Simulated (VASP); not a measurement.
Consider the following.

```xyz
63
Lattice="8.7583 0.0000 0.0000 0.0000 8.7583 0.0000 0.0000 0.0000 8.7583" Properties=species:S:1:pos:R:3 pbc="T T T"
Si     4.3769     8.7564     0.0017
Si     6.5668     2.1886     0.0048
Si     6.5670     8.7579     2.1937
Si     8.7575     8.7564     0.0033
Si     2.1880     2.1889     0.0005
Si     4.3776     4.3778     0.0033
Si     6.5662     6.5682     8.7580
Si     2.1874     8.7540     2.1939
Si     4.3693     2.1873     2.1936
Si     6.5679     4.3864     2.1926
Si     4.3779     8.7559     4.3833
Si     6.5680     2.1875     4.3918
Si     6.5663     8.7530     6.5729
Si     8.7575     4.3790     0.0023
Si     2.1891     6.5669     0.0049
Si     8.7564     2.1889     2.1937
Si     2.1971     4.3770     2.2039
Si     4.3786     6.5594     2.2035
Si     8.7579     8.7562     4.3839
Si     2.1980     2.2003     4.3821
Si     6.5549     6.5569     4.3814
Si     2.1902     0.0003     6.5705
Si     4.3790     2.2006     6.5629
Si     6.5562     4.3758     6.5629
Si     0.0015     6.5682     2.1938
Si     8.7577     4.3778     4.3829
Si     2.1974     6.5578     4.3829
Si     0.0023     2.1881     6.5734
Si     2.1974     4.3781     6.5632
Si     4.3769     6.5559     6.5620
Si     8.7548     6.5665     6.5705
C      5.4740     1.0845     1.0901
C      7.6710     3.2816     1.0899
C      7.6708     1.0849     3.2868
C      1.0930     1.0932     1.0985
C      3.2793     3.2798     1.0984
C      5.4753     5.4769     1.0981
C      7.6621     7.6623     1.0981
C      3.2792     1.0925     3.2858
C      5.6041     3.1516     3.1573
C      7.6628     5.4762     3.2855
C      5.4753     1.0929     5.4816
C      7.6637     3.2793     5.4818
C      7.6621     1.0924     7.6681
C      1.0856     5.4741     1.0909
C      3.2816     7.6704     1.0908
C      1.0917     3.2800     3.2847
C      3.1754     5.5809     3.1795
C      5.4756     7.6639     3.2847
C      1.0869     1.0865     5.4784
C      3.1769     3.1779     5.5839
C      5.5783     5.5767     5.5829
C      7.6682     7.6688     5.4778
C      3.2824     1.0872     7.6735
C      5.4762     3.2795     7.6696
C      7.6686     5.4731     7.6735
C      1.0851     7.6705     3.2884
C      1.0928     5.4756     5.4805
C      3.2803     7.6617     5.4802
C      1.0851     3.2833     7.6755
C      3.2795     5.4751     7.6685
C      5.4711     7.6690     7.6742
C      1.0935     7.6622     7.6663
```
Cell charge -1.

Computed with HSE06 screened hybrid, VASP's PBE PAW potentials (set 64) (plane waves; VASP). Settings: PREC = Normal, LREAL = Auto, ISYM = 0, NELECT = 253.0, EDIFF = 1E-5, 400 eV cut-off, 1×1×1 Γ-centred mesh, Gaussian smearing of 0.050 eV, potentials Si C. Starting moments (MAGMOM): 63*0.0159. The cell's moment is fixed (NUPDOWN = 1).

The cell is charged, with a uniform compensating background. The supercell is sampled at Γ alone, which is coarse: total energies, pressure and levels can be off, energies of defects by several tenths of an eV.

Estimate the cell moment, energy per atom (σ→0).

```json
{
  "cell_moment": "1.00 μB",
  "energy per atom (σ→0)": "-8.474 eV/atom"
}
```

Give the moment on each site (PAW-sphere projection).

```json
[
 {"site": "Si1", "moment (μB)": "0.00"},
 {"site": "Si2", "moment (μB)": "0.00"},
 {"site": "Si3", "moment (μB)": "0.00"},
 {"site": "Si4", "moment (μB)": "0.00"},
 {"site": "Si5", "moment (μB)": "0.00"},
 {"site": "Si6", "moment (μB)": "0.00"},
 {"site": "Si7", "moment (μB)": "0.00"},
 {"site": "Si8", "moment (μB)": "0.00"},
 {"site": "Si9", "moment (μB)": "0.01"},
 {"site": "Si10", "moment (μB)": "0.01"},
 {"site": "Si11", "moment (μB)": "0.00"},
 {"site": "Si12", "moment (μB)": "0.01"},
 {"site": "Si13", "moment (μB)": "0.00"},
 {"site": "Si14", "moment (μB)": "0.00"},
 {"site": "Si15", "moment (μB)": "0.00"},
 {"site": "Si16", "moment (μB)": "0.00"},
 {"site": "Si17", "moment (μB)": "-0.01"},
 {"site": "Si18", "moment (μB)": "-0.01"},
 {"site": "Si19", "moment (μB)": "0.00"},
 {"site": "Si20", "moment (μB)": "-0.01"},
 {"site": "Si21", "moment (μB)": "-0.01"},
 {"site": "Si22", "moment (μB)": "0.00"},
 {"site": "Si23", "moment (μB)": "-0.01"},
 {"site": "Si24", "moment (μB)": "-0.01"},
 {"site": "Si25", "moment (μB)": "0.00"},
 {"site": "Si26", "moment (μB)": "0.00"},
 {"site": "Si27", "moment (μB)": "-0.01"},
 {"site": "Si28", "moment (μB)": "0.00"},
 {"site": "Si29", "moment (μB)": "-0.01"},
 {"site": "Si30", "moment (μB)": "-0.01"},
 {"site": "Si31", "moment (μB)": "0.00"},
 {"site": "C32", "moment (μB)": "-0.03"},
 {"site": "C33", "moment (μB)": "-0.03"},
 {"site": "C34", "moment (μB)": "-0.03"},
 {"site": "C35", "moment (μB)": "0.00"},
 {"site": "C36", "moment (μB)": "0.00"},
 {"site": "C37", "moment (μB)": "0.00"},
 {"site": "C38", "moment (μB)": "0.00"},
 {"site": "C39", "moment (μB)": "0.00"},
 {"site": "C40", "moment (μB)": "-0.38"},
 {"site": "C41", "moment (μB)": "0.00"},
 {"site": "C42", "moment (μB)": "0.00"},
 {"site": "C43", "moment (μB)": "0.00"},
 {"site": "C44", "moment (μB)": "0.00"},
 {"site": "C45", "moment (μB)": "0.03"},
 {"site": "C46", "moment (μB)": "0.03"},
 {"site": "C47", "moment (μB)": "0.00"},
 {"site": "C48", "moment (μB)": "0.28"},
 {"site": "C49", "moment (μB)": "0.00"},
 {"site": "C50", "moment (μB)": "0.03"},
 {"site": "C51", "moment (μB)": "0.28"},
 {"site": "C52", "moment (μB)": "0.28"},
 {"site": "C53", "moment (μB)": "0.03"},
 {"site": "C54", "moment (μB)": "0.03"},
 {"site": "C55", "moment (μB)": "0.00"},
 {"site": "C56", "moment (μB)": "0.03"},
 {"site": "C57", "moment (μB)": "0.01"},
 {"site": "C58", "moment (μB)": "0.00"},
 {"site": "C59", "moment (μB)": "0.00"},
 {"site": "C60", "moment (μB)": "0.01"},
 {"site": "C61", "moment (μB)": "0.00"},
 {"site": "C62", "moment (μB)": "0.01"},
 {"site": "C63", "moment (μB)": "0.00"}
]
```

The cell is a supercell with a defect, built from SiC (zinc blende): vac_Si, charge -1. The cell's shape comes from a PBE relaxation.
